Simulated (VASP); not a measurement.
A convergence study with VASP on Nb (bcc): one setting is varied, all else stays as given below, so the limit is that of these other settings. The cell's lengths are 1 % over those of the tabulated start, so it is off equilibrium.

```yaml
crystal:
  lattice:
    - [-1.66650, 1.66650, 1.66650]
    - [1.66650, -1.66650, 1.66650]
    - [1.66650, 1.66650, -1.66650]
  atoms:
    - { symbol: Nb, position: [0.00000, 0.00000, 0.00000] }
```

Level of theory: LDA (Ceperley-Alder, Perdew-Zunger), VASP's LDA PAW potentials (set 64) (plane waves; VASP 6.6.1). The tightest run used: 1000 eV cut-off, 17×17×17 Γ-centred mesh, first-order Methfessel-Paxton smearing of 0.10 eV, potentials Nb_sv.

The settings run are ENCUT = 150; ENCUT = 200; ENCUT = 250; ENCUT = 300; ENCUT = 350; ENCUT = 400; ENCUT = 450; ENCUT = 500; ENCUT = 550; ENCUT = 600; ENCUT = 650; ENCUT = 700; ENCUT = 750; ENCUT = 800; ENCUT = 850; ENCUT = 1000. From which on does the energy per atom stay within 0.001 eV/atom of the tightest run?

From ENCUT = 500 on: it is off by 0.0003 there and by no more than 0.001 in any finer run, while ENCUT = 450 is off by 0.0015.
```tsv
setting	E (eV/atom)	pressure (GPa)	plane waves	difference judged (eV/atom)
ENCUT = 150	-5.7637	-409.24	83	5.4323
ENCUT = 200	-10.8783	-92.52	135	0.3176
ENCUT = 250	-11.2052	-22.14	177	0.0093
ENCUT = 300	-11.1845	-14.41	236	0.0115
ENCUT = 350	-11.1887	-13.88	285	0.0072
ENCUT = 400	-11.1933	-13.78	366	0.0027
ENCUT = 450	-11.1944	-13.53	414	0.0015
ENCUT = 500	-11.1957	-13.30	479	0.0003
ENCUT = 550	-11.1958	-13.22	559	0.0002
ENCUT = 600	-11.1958	-13.22	635	0.0002
ENCUT = 650	-11.1959	-13.22	715	0.0001
ENCUT = 700	-11.1961	-13.20	792	0.0001
ENCUT = 750	-11.1961	-13.19	899	0.0002
ENCUT = 800	-11.1962	-13.18	968	0.0002
ENCUT = 850	-11.1962	-13.18	1055	0.0002
ENCUT = 1000	-11.1960	-13.18	1348	0.0000
```

Left out are rungs that failed or repeat a setting and relaxations that didn't move; long series are thinned to 24 rows.

The compound is Nb in the bcc structure. The cell was not relaxed at this level.
